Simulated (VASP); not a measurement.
```
FeGe
1.0
    4.68900     0.00000     0.00000
    0.00000     4.68900     0.00000
    0.00000     0.00000     4.68900
Ge Fe
4 4
Direct
  0.84200   0.84200   0.84200
  0.65800   0.15800   0.34200
  0.34200   0.65800   0.15800
  0.15800   0.34200   0.65800
  0.13500   0.13500   0.13500
  0.36500   0.86500   0.63500
  0.63500   0.36500   0.86500
  0.86500   0.63500   0.36500
```
Starting moments (μB, in the order of the record's atoms Ge Ge Ge Ge Fe Fe Fe Fe): 0.0 0.0 0.0 0.0 4.0 4.0 4.0 4.0.

The numbers are results of PBE GGA, VASP's PBE PAW potentials (set 64) (plane waves; VASP), not measurements. Settings: 300 eV cut-off, 3×3×3 Γ-centred mesh, Fermi-Dirac smearing of 0.10 eV, potentials Ge_d Fe.

At this cut-off the stress carries a Pulay error, which pulls relaxed volumes low.

### Question
The ions, cell shape and volume are relaxed. Give the cell that the relaxation ends in.

### Answer

```
FeGe
1.0
    4.65962     0.00000     0.00000
    0.00000     4.65962     0.00000
    0.00000     0.00000     4.65962
Ge Fe
4 4
Direct
  0.84175   0.84175   0.84175
  0.65825   0.15825   0.34175
  0.34175   0.65825   0.15825
  0.15825   0.34175   0.65825
  0.13496   0.13496   0.13496
  0.36504   0.86504   0.63496
  0.63496   0.36504   0.86504
  0.86504   0.63496   0.36504
```
Space group P2_13 (198), at a tolerance of 0.03 Å. The cell ends with 4.19 μB, on the sites -0.08 -0.08 -0.08 -0.08 1.16 1.16 1.16 1.16 μB.

### Question
How do energy and volume change from the first to the last step?

### Answer
The energy (σ→0) changes by -3.1 meV/atom and the volume by -1.9 %, in 5 ionic steps.

The structure comes from a measured FeGe entry of the Crystallography Open Database, whose conditions weren't checked. This run relaxes it. Symmetry was kept, so distortions that lower it aren't found. The k-mesh is coarse (spacing up to 0.45 per Å, 2π included), so the numbers may not be converged in it. The run is one of a series of settings (EDIFFG = -0.01, IBRION = 2, ISIF = 3, NSW = 50 against the base run), some of them coarse on purpose.
